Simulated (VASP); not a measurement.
# From one sheet to two: 1T-CaI2 monolayer, part 5 of 8

Aim: relax 1T-CaI2 monolayer, place its levels against the vacuum, then find how two sheets stack and bind.

VASP 6.6.1, plane waves and PAW; the level of theory is named at each step.

So far. Step 6 (The slab in a field, field 0.1): Energy at zero smearing: -60.82561 eV.

## (7) With spin-orbit coupling

This step: r2SCAN with rVV10, spin-orbit coupling; plane waves and PAW (Ca_pv, I) (VASP 6.6.1).

For heavy elements spin-orbit coupling shifts the highest filled levels.

INCAR

```
SYSTEM = CaI2
PREC = Normal
ENCUT = 350
EDIFF = 1E-06
NELM = 120
ISMEAR = 0
SIGMA = 0.03
LREAL = .FALSE.
ALGO = Normal
METAGGA = R2SCAN
LUSE_VDW = .TRUE.
IVDW_NL = 2
BPARAM = 11.95
CPARAM = 0.0093
LASPH = .TRUE.
LNONCOLLINEAR = .TRUE.
MAGMOM = 0 0 0 0 0 0 0 0 0
NBANDS = 34
GGA_COMPAT = .FALSE.
LSORBIT = .TRUE.
LWAVE = .FALSE.
LCHARG = .FALSE.
KPAR = 4
IDIPOL = 3
LDIPOL = .TRUE.
DIPOL = 0.5 0.5 0.5
```

POSCAR

```
CaI2
1.0
    4.4706327046      0.0000000000      0.0000000000
   -2.2353163523      3.8716814932      0.0000000000
    0.0000000000      0.0000000000     22.0000000000
Ca I
1 2
Direct
    0.0000000000      0.0000000000      0.5000000000
    0.3333333333      0.6666666667      0.4188778001
    0.6666666667      0.3333333333      0.5811221999
```

KPOINTS

```
Automatic mesh
0
Gamma
9 9 1
0 0 0
```

KPOINTS_OPT

```
Line mode
14
Line-mode
Reciprocal
  0.00000000   0.00000000   0.00000000 GAMMA
  0.50000000   0.00000000   0.00000000 M

  0.50000000   0.00000000   0.00000000 M
  0.33333333   0.33333333   0.00000000 K

  0.33333333   0.33333333   0.00000000 K
  0.00000000   0.00000000   0.00000000 GAMMA
```

PAW data sets: Ca_pv and I (PBE family, release 64).

Launch:

```bash
$ mpirun -np 4 vasp_ncl
```

The program printed:

```text
[... set-up lines as in an earlier step ...]
 entering main loop
       N       E                     dE             d eps       ncg     rms          rms(c)
Total rVV10 correction in eV:      0.8106849    27.9805997
Total rVV10 correction in eV:      0.8106849    27.9805997
Total rVV10 correction in eV:      0.8106849    27.9805997
Total rVV10 correction in eV:      0.8106849    27.9805997
DAV:   1     0.132486694000E+03    0.13249E+03   -0.60606E+03   934   0.757E+02
DAV:   2    -0.309210882948E+02   -0.16341E+03   -0.15938E+03   998   0.225E+02
DAV:   3    -0.614343588159E+02   -0.30513E+02   -0.30204E+02  1058   0.108E+02
DAV:   4    -0.635260069560E+02   -0.20916E+01   -0.20875E+01  1200   0.336E+01
DAV:   5    -0.635988752651E+02   -0.72868E-01   -0.72789E-01  1456   0.620E+00    0.677E+00
Total rVV10 correction in eV:      0.8184484    27.9819817
Total rVV10 correction in eV:      0.8184484    27.9819817
Total rVV10 correction in eV:      0.8184484    27.9819817
Total rVV10 correction in eV:      0.8184484    27.9819817
DAV:   6    -0.610414796130E+02    0.25574E+01   -0.54405E-01  1068   0.647E+00    0.452E+00
Total rVV10 correction in eV:      0.8261770    27.9825704
Total rVV10 correction in eV:      0.8261770    27.9825704
Total rVV10 correction in eV:      0.8261770    27.9825704
Total rVV10 correction in eV:      0.8261770    27.9825704
DAV:   7    -0.610440461531E+02   -0.25665E-02   -0.87888E-02  1432   0.274E+00    0.284E+00
Total rVV10 correction in eV:      0.8391232    27.9832820
Total rVV10 correction in eV:      0.8391232    27.9832820
Total rVV10 correction in eV:      0.8391232    27.9832820
Total rVV10 correction in eV:      0.8391232    27.9832820
DAV:   8    -0.610489230794E+02   -0.48769E-02   -0.44957E-02  1088   0.154E+00    0.576E-01
Total rVV10 correction in eV:      0.8409727    27.9831925
Total rVV10 correction in eV:      0.8409727    27.9831925
Total rVV10 correction in eV:      0.8409727    27.9831925
Total rVV10 correction in eV:      0.8409727    27.9831925
DAV:   9    -0.610500436695E+02   -0.11206E-02   -0.37379E-03  1456   0.513E-01    0.365E-01
Total rVV10 correction in eV:      0.8417692    27.9831310
Total rVV10 correction in eV:      0.8417692    27.9831310
Total rVV10 correction in eV:      0.8417692    27.9831310
Total rVV10 correction in eV:      0.8417692    27.9831310
DAV:  10    -0.610506344455E+02   -0.59078E-03   -0.25076E-04  1248   0.117E-01    0.234E-01
Total rVV10 correction in eV:      0.8425522    27.9829752
Total rVV10 correction in eV:      0.8425522    27.9829752
Total rVV10 correction in eV:      0.8425522    27.9829752
Total rVV10 correction in eV:      0.8425522    27.9829752
DAV:  11    -0.610512604846E+02   -0.62604E-03   -0.13847E-04  1120   0.801E-02    0.136E-01
Total rVV10 correction in eV:      0.8436329    27.9826391
Total rVV10 correction in eV:      0.8436329    27.9826391
[...]
Total rVV10 correction in eV:      0.8453366    27.9806554
DAV: 119    -0.610546332164E+02   -0.73434E-05   -0.58433E-05   856   0.748E-02    0.923E-03
Total rVV10 correction in eV:      0.8453364    27.9806533
Total rVV10 correction in eV:      0.8453364    27.9806533
Total rVV10 correction in eV:      0.8453364    27.9806533
Total rVV10 correction in eV:      0.8453364    27.9806533
DAV: 120    -0.610546548166E+02   -0.21600E-04   -0.34122E-05   888   0.591E-02
 -----------------------------------------------------------------------------
|                                                                             |
|           W    W    AA    RRRRR   N    N  II  N    N   GGGG   !!!           |
|           W    W   A  A   R    R  NN   N  II  NN   N  G    G  !!!           |
|           W    W  A    A  R    R  N N  N  II  N N  N  G       !!!           |
|           W WW W  AAAAAA  RRRRR   N  N N  II  N  N N  G  GGG   !            |
|           WW  WW  A    A  R   R   N   NN  II  N   NN  G    G                |
|           W    W  A    A  R    R  N    N  II  N    N   GGGG   !!!           |
|                                                                             |
|     The electronic self-consistency was not achieved in the given           |
|     number of steps (NELM). The forces and other quantities evaluated       |
|     might not be reliable so examine the results carefully. If you find     |
|     spurious results, we suggest increasing NELM, if you were close to      |
|     convergence or switching to a different ALGO or adjusting the           |
|     density mixing parameters otherwise.                                    |
|                                                                             |
 -----------------------------------------------------------------------------

Total rVV10 correction in eV:      0.8453498    27.9805856
Total rVV10 correction in eV:      0.8453498    27.9805856
Total rVV10 correction in eV:      0.8453498    27.9805856
Total rVV10 correction in eV:      0.8453498    27.9805856
Total rVV10 correction in eV:      0.8453356    27.9806431
Total rVV10 correction in eV:      0.8453356    27.9806431
Total rVV10 correction in eV:      0.8453356    27.9806431
Total rVV10 correction in eV:      0.8453356    27.9806431
   1 F= -.61054655E+02 E0= -.61054655E+02  d E =-.939805E-15  mag=    -0.0000    -0.0000    -0.0000
 Start KPOINTS_OPT (optional k-point list driver)
k-point batch [1-12\42]
       N       E                     dE             ncg
DAV:   1    -0.104396491028E+04   -0.30678E+04      928
DAV:   2    -0.296178171241E+04   -0.19178E+04     1008
DAV:   3    -0.334467484235E+04   -0.38289E+03     1108
DAV:   4    -0.336903086201E+04   -0.24356E+02     1176
[...]
DAV:   8    -0.336982618954E+04   -0.55026E-04     1496
DAV:   9    -0.336982619124E+04   -0.16996E-05     1136
DAV:  10    -0.336982619136E+04   -0.12543E-06      872
[...]
k-point batch [37-42\42]
       N       E                     dE             ncg
DAV:   1     0.171640678291E+04   -0.78480E+03      490
DAV:   2     0.786904605057E+03   -0.92950E+03      486
DAV:   3     0.585111017685E+03   -0.20179E+03      592
DAV:   4     0.573631894066E+03   -0.11479E+02      576
DAV:   5     0.573138145590E+03   -0.49375E+00      728
DAV:   6     0.573131890140E+03   -0.62554E-02      704
DAV:   7     0.573131442414E+03   -0.44773E-03      680
DAV:   8     0.573131421799E+03   -0.20615E-04      744
DAV:   9     0.573131421114E+03   -0.68538E-06      504
```

The job ended after 22 min (4 MPI ranks of Intel Xeon 6975P-C (Granite Rapids), shared host; peak memory 3.2 GiB).

Parts of OUTCAR (step 7):

```text
 k-point     1 :       0.0000    0.0000    0.0000
  band No.  band energies     occupation
    ...
     18      -4.7910      1.00000
     19      -4.3718      1.00000
     20      -4.3718      1.00000
     21      -4.1076      1.00000
     22      -4.1060      1.00000
     23       0.7111      0.00000
     24       0.7111      0.00000
     25       0.7451      0.00000
     26       0.7452      0.00000
     27       0.7509      0.00000
    ...

  Total        0.0484477      0.0484477     -0.0133613     -0.0000000      0.0000000     -0.0000000
  in kB        0.2038415      0.2038415     -0.0562169     -0.0000000      0.0000000     -0.0000000
  external PRESSURE =       0.1171554 kB  Pullay stress =       0.0000000 kB

 POSITION                                       TOTAL-FORCE (eV/Angst)
 -----------------------------------------------------------------------------------
      0.00000      0.00000     11.00000         0.000000      0.000000      0.000000
     -0.00000      2.58112      9.21531         0.000000      0.000000      0.004849
      2.23532      1.29056     12.78469        -0.000000     -0.000000     -0.004849
 -----------------------------------------------------------------------------------
    total drift:                               -0.000000      0.000000      0.000000

  FREE ENERGIE OF THE ION-ELECTRON SYSTEM (eV)
  ---------------------------------------------------
  free  energy   TOTEN  =       -61.0546548166 eV

  energy  without entropy=      -61.0546548166  energy(sigma->0) =      -61.05465482

 vacuum level on the upper side and lower side of the slab         2.597         2.597

 Spin-Orbit-Coupling matrix elements
 Ion:    1  E_soc:     -0.0051531
 Ion:    2  E_soc:     -0.2310383
 Ion:    3  E_soc:     -0.2310383

[... 8 parts as in an earlier step ...]

[... 11 further parts left out ...]
[key lines of the parts left out:]
E-fermi :  -3.9534
```

The electronic loop did not meet EDIFF within NELM cycles, so this run is left out of the comparison.

## (8) A rigid stacking

This step: r2SCAN with rVV10; plane waves and PAW (Ca_pv, I) (VASP 6.6.1).

System of this step: bilayer of 1T-CaI2 monolayer. The cell holds 6 atoms: 2 Ca and 4 I. Its edges and angles: a = 4.471 Å, b = 4.471 Å, c = 27.239 Å, α = 90.0°, β = 90.0°, γ = 120.0°. upper sheet same orientation, shifted by (0.00, 0.00). Vacuum lies along c.

Two rigid sheets are set at a typed distance in several high-symmetry stackings, to find where to start. The upper sheet is shifted or turned in the plane and never flipped over.

Changes to INCAR since step 7:

```diff
@@ -3,3 +3,3 @@
 ENCUT = 350
-EDIFF = 1E-06
+EDIFF = 1E-05
 NELM = 120
@@ -15,7 +15,4 @@
 LASPH = .TRUE.
-LNONCOLLINEAR = .TRUE.
-MAGMOM = 0 0 0 0 0 0 0 0 0
-NBANDS = 34
-GGA_COMPAT = .FALSE.
-LSORBIT = .TRUE.
+NBANDS = 28
+LORBIT = 11
 LWAVE = .FALSE.
```

POSCAR

```
CaI2
1.0
    4.4706327046      0.0000000000      0.0000000000
   -2.2353163523      3.8716814932      0.0000000000
    0.0000000000      0.0000000000     27.2387535912
Ca I
2 4
Direct
    0.0000000000      0.0000000000      0.3775755900
    0.0000000000      0.0000000000      0.6224244100
    0.3333333300      0.6666666700      0.3120553900
    0.6666666700      0.3333333300      0.4430957800
    0.3333333300      0.6666666700      0.5569042200
    0.6666666700      0.3333333300      0.6879446100
```

KPOINTS is that of step 7.

Launch:

```bash
$ mpirun -np 4 vasp_std
```

The program printed:

```text
[banner, memory and clock lines left out]
running    4 mpi-ranks, on    1 nodes
 distrk:  each k-point on    1 cores,    4 groups
 distr:  one band on    1 cores,    1 groups

 POSCAR found type information on POSCAR CaI
 POSCAR found :  2 types and       6 ions
 [... a notice as in an earlier step ...]

 [... a notice as in an earlier step ...]

 LDA part: xc-table for (None), standard interpolation
 POSCAR, INCAR and KPOINTS ok, starting setup
 FFT: planning ... GRIDC
 FFT: planning ... GRID_SOFT
 FFT: planning ... GRID
 WAVECAR not read
 entering main loop
       N       E                     dE             d eps       ncg     rms          rms(c)
Total rVV10 correction in eV:      1.4520946    55.9611855
Total rVV10 correction in eV:      1.4520946    55.9611855
Total rVV10 correction in eV:      1.4520946    55.9611855
Total rVV10 correction in eV:      1.4520946    55.9611855
DAV:   1     0.305061946338E+03    0.30506E+03   -0.12908E+04   772   0.109E+03
DAV:   2    -0.481310668867E+02   -0.35319E+03   -0.34714E+03   792   0.323E+02
DAV:   3    -0.121844165525E+03   -0.73713E+02   -0.69039E+02   928   0.141E+02
DAV:   4    -0.126701889574E+03   -0.48577E+01   -0.48517E+01   912   0.415E+01
DAV:   5    -0.126895712544E+03   -0.19382E+00   -0.19379E+00  1152   0.897E+00    0.678E+00
Total rVV10 correction in eV:      1.4722295    55.9622726
Total rVV10 correction in eV:      1.4722295    55.9622726
Total rVV10 correction in eV:      1.4722295    55.9622726
Total rVV10 correction in eV:      1.4722295    55.9622726
DAV:   6    -0.121750471314E+03    0.51452E+01   -0.13197E+00   848   0.797E+00    0.484E+00
Total rVV10 correction in eV:      1.5145088    55.9628798
Total rVV10 correction in eV:      1.5145088    55.9628798
Total rVV10 correction in eV:      1.5145088    55.9628798
Total rVV10 correction in eV:      1.5145088    55.9628798
DAV:   7    -0.121766309447E+03   -0.15838E-01   -0.36217E-01  1160   0.436E+00    0.137E+00
Total rVV10 correction in eV:      1.5177460    55.9625947
Total rVV10 correction in eV:      1.5177460    55.9625947
Total rVV10 correction in eV:      1.5177460    55.9625947
Total rVV10 correction in eV:      1.5177460    55.9625947
DAV:   8    -0.121772764787E+03   -0.64553E-02   -0.26463E-02   984   0.815E-01    0.120E+00
Total rVV10 correction in eV:      1.5218148    55.9625653
Total rVV10 correction in eV:      1.5218148    55.9625653
Total rVV10 correction in eV:      1.5218148    55.9625653
Total rVV10 correction in eV:      1.5218148    55.9625653
DAV:   9    -0.121774772213E+03   -0.20074E-02   -0.24723E-03  1144   0.288E-01    0.914E-01
Total rVV10 correction in eV:      1.5303301    55.9622591
Total rVV10 correction in eV:      1.5303301    55.9622591
Total rVV10 correction in eV:      1.5303301    55.9622591
Total rVV10 correction in eV:      1.5303301    55.9622591
DAV:  10    -0.121778087085E+03   -0.33149E-02   -0.24615E-03   816   0.369E-01    0.335E-01
Total rVV10 correction in eV:      1.5341128    55.9621772
Total rVV10 correction in eV:      1.5341128    55.9621772
Total rVV10 correction in eV:      1.5341128    55.9621772
Total rVV10 correction in eV:      1.5341128    55.9621772
DAV:  11    -0.121777897842E+03    0.18924E-03   -0.13899E-03   920   0.208E-01    0.891E-02
Total rVV10 correction in eV:      1.5347219    55.9619787
Total rVV10 correction in eV:      1.5347219    55.9619787
Total rVV10 correction in eV:      1.5347219    55.9619787
Total rVV10 correction in eV:      1.5347219    55.9619787
DAV:  12    -0.121778245807E+03   -0.34796E-03   -0.14714E-04  1184   0.616E-02    0.530E-02
Total rVV10 correction in eV:      1.5358040    55.9616233
Total rVV10 correction in eV:      1.5358040    55.9616233
Total rVV10 correction in eV:      1.5358040    55.9616233
Total rVV10 correction in eV:      1.5358040    55.9616233
DAV:  13    -0.121778851674E+03   -0.60587E-03   -0.20482E-04   816   0.668E-02    0.140E-02
Total rVV10 correction in eV:      1.5361718    55.9614392
Total rVV10 correction in eV:      1.5361718    55.9614392
Total rVV10 correction in eV:      1.5361718    55.9614392
Total rVV10 correction in eV:      1.5361718    55.9614392
DAV:  14    -0.121779090197E+03   -0.23852E-03   -0.30415E-05   772   0.254E-02    0.297E-02
Total rVV10 correction in eV:      1.5364000    55.9611896
Total rVV10 correction in eV:      1.5364000    55.9611896
Total rVV10 correction in eV:      1.5364000    55.9611896
Total rVV10 correction in eV:      1.5364000    55.9611896
DAV:  15    -0.121779490199E+03   -0.40000E-03   -0.63487E-05   712   0.338E-02    0.173E-02
Total rVV10 correction in eV:      1.5363978    55.9611648
Total rVV10 correction in eV:      1.5363978    55.9611648
Total rVV10 correction in eV:      1.5363978    55.9611648
Total rVV10 correction in eV:      1.5363978    55.9611648
DAV:  16    -0.121779584824E+03   -0.94624E-04   -0.64660E-06   684   0.146E-02    0.650E-03
Total rVV10 correction in eV:      1.5363810    55.9611647
Total rVV10 correction in eV:      1.5363810    55.9611647
Total rVV10 correction in eV:      1.5363810    55.9611647
Total rVV10 correction in eV:      1.5363810    55.9611647
DAV:  17    -0.121779611319E+03   -0.26496E-04   -0.10404E-06   496   0.750E-03    0.566E-03
Total rVV10 correction in eV:      1.5363285    55.9611647
Total rVV10 correction in eV:      1.5363285    55.9611647
Total rVV10 correction in eV:      1.5363285    55.9611647
Total rVV10 correction in eV:      1.5363285    55.9611647
DAV:  18    -0.121779671387E+03   -0.60068E-04   -0.85186E-06   612   0.145E-02    0.489E-03
Total rVV10 correction in eV:      1.5363077    55.9611649
Total rVV10 correction in eV:      1.5363077    55.9611649
Total rVV10 correction in eV:      1.5363077    55.9611649
Total rVV10 correction in eV:      1.5363077    55.9611649
DAV:  19    -0.121779677883E+03   -0.64958E-05   -0.12391E-06   516   0.756E-03
Total rVV10 correction in eV:      1.5363045    55.9611683
Total rVV10 correction in eV:      1.5363045    55.9611683
Total rVV10 correction in eV:      1.5363045    55.9611683
Total rVV10 correction in eV:      1.5363045    55.9611683
Total rVV10 correction in eV:      1.5363067    55.9611650
Total rVV10 correction in eV:      1.5363067    55.9611650
Total rVV10 correction in eV:      1.5363067    55.9611650
Total rVV10 correction in eV:      1.5363067    55.9611650
   1 F= -.12177968E+03 E0= -.12177968E+03  d E =-.183552E-12
```

The job ended after 90 s (4 MPI ranks; peak memory 1.8 GiB).

OUTCAR, selected parts (step 8):

```text
   k-points           NKPTS =     12   k-points in BZ     NKDIM =     12   number of bands    NBANDS=     28

   ENCUT  =  350.0 eV  25.72 Ry    5.07 a.u.   6.82  6.82 41.55*2*pi/ulx,y,z

   NELECT =      44.0000    total number of electrons

 E-fermi :  -2.6051

 k-point     1 :       0.0000    0.0000    0.0000
  band No.  band energies     occupation
    ...
     18      -2.9489      2.00000
     19      -2.9489      2.00000
     20      -2.8303      2.00000
     21      -2.8302      2.00000
     22      -2.7877      2.00000
     23       2.2260      0.00000
     24       2.2443      0.00000
     25       2.2845      0.00000
     26       2.2848      0.00000
     27       2.3314      0.00000
    ...

  Total        0.1572501      0.1572501      0.4780913     -0.0000000      0.0000000      0.0000000
  in kB        0.5343743      0.5343743      1.6246716     -0.0000000      0.0000000      0.0000000
  external PRESSURE =       0.8978067 kB  Pullay stress =       0.0000000 kB

 POSITION                                       TOTAL-FORCE (eV/Angst)
 -----------------------------------------------------------------------------------
      0.00000      0.00000     10.28469         0.000000     -0.000000     -0.022808
      0.00000      0.00000     16.95407        -0.000000      0.000000      0.022808
     -0.00000      2.58112      8.50000         0.000000     -0.000000      0.020788
      2.23532      1.29056     12.06938         0.000000     -0.000000     -0.193730
     -0.00000      2.58112     15.16938        -0.000000      0.000000      0.193730
      2.23532      1.29056     18.73875        -0.000000      0.000000     -0.020788
 -----------------------------------------------------------------------------------
    total drift:                                0.000000     -0.000000     -0.000000

  FREE ENERGIE OF THE ION-ELECTRON SYSTEM (eV)
  ---------------------------------------------------
  free  energy   TOTEN  =      -121.7796778833 eV

  energy  without entropy=     -121.7796778833  energy(sigma->0) =     -121.77967788

 vacuum level on the upper side and lower side of the slab         4.020         4.020

[... 3 parts as in an earlier step ...]

[... 13 further parts left out ...]
```

Numbers from this step:

| Item | Value |
| --- | --- |
| electronic cycles | 19 |
| electrons | 44 |
| free energy (TOTEN) | -121.7797 eV |
| Fermi energy | -2.605 eV |
| dipole moment | 0, 0, 0 e·Å |
| gap on the k-mesh | 4.096 eV |
| least direct gap on the k-mesh | 4.615 eV |

Force by atom:

```csv
atom,x (eV/Å),y (eV/Å),z (eV/Å),size
Ca1,0.000,0.000,-0.023,0.023
Ca2,0.000,0.000,0.023,0.023
I3,0.000,0.000,0.021,0.021
I4,0.000,0.000,-0.194,0.194
I5,0.000,0.000,0.194,0.194
I6,0.000,0.000,-0.021,0.021
```

Energy at zero smearing: -121.77968 eV.

[end of part 5 of 8]

[Lines on the potential files, build, host, timing and source positions are cut from VASP's logs without a mark.]

[Logs are printed without paths, hosts, clocks, repeated set-up lines and the standing remarks that a program may print on its own settings, such as how far it seeks lower states.]

[Hosts, paths, dates, database ids (printed as entryN), source tags and the programs' standing remarks are cut or masked in the printed files.]

[Runs that stopped without an error message from VASP are left out.]
